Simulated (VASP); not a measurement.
Crystal: TiFe.

```xyz
2
Lattice="2.9543 0.0000 0.0000 0.0000 2.9543 0.0000 0.0000 0.0000 2.9543" Properties=species:S:1:pos:R:3 pbc="T T T"
Ti    1.4772    1.4772    1.4772
Fe    0.0000    0.0000    0.0000
```

| Property | Result |
| --- | --- |
| Program | VASP 6.6.1 |
| Task | relaxation of cell and atoms |
| Functional | LDA |
| Potentials or basis | VASP PAW LDA potentials, release 64 (Ti_sv, Fe) |
| Cutoff | 600 eV |
| k mesh | 14 × 14 × 14 |
| Occupations | gaussian, width 0.1 eV |
| Spin | no spin polarisation |

At the start: pressure -14.0 GPa; volume 12.89 Å³/atom.

Where does the relaxation end?

Over 7 steps the energy falls by 41.6 meV/atom and the volume is 12.00 Å³/atom (-7.0 %); space group Pm-3m (No. 221, to 0.05 Å).

Step by step:
| step | energy change (eV) | largest force (eV/Å) | pressure (GPa) | volume (Å³) |
| --- | --- | --- | --- | --- |
| 1 | 0.0000 | 0.0000 | -14.01 | 25.79 |
| 2 | 0.0820 | 0.0000 | 26.23 | 21.80 |
| 3 | -0.0832 | 0.0000 | -0.38 | 24.03 |
| 4 | -0.0832 | 0.0000 | -0.10 | 24.00 |
| 5 | -0.0832 | 0.0000 | 0.23 | 23.96 |
| 6 | -0.0832 | 0.0000 | -0.14 | 24.02 |
| 7 | -0.0832 | 0.0000 | -0.03 | 23.99 |

Final structure:
```yaml
crystal:
  lattice:
    - [2.88420, 0.00000, 0.00000]
    - [0.00000, 2.88420, 0.00000]
    - [0.00000, 0.00000, 2.88420]
  atoms:
    - { symbol: Ti, position: [0.50000, 0.50000, 0.50000] }
    - { symbol: Fe, position: [0.00000, 0.00000, 0.00000] }
```
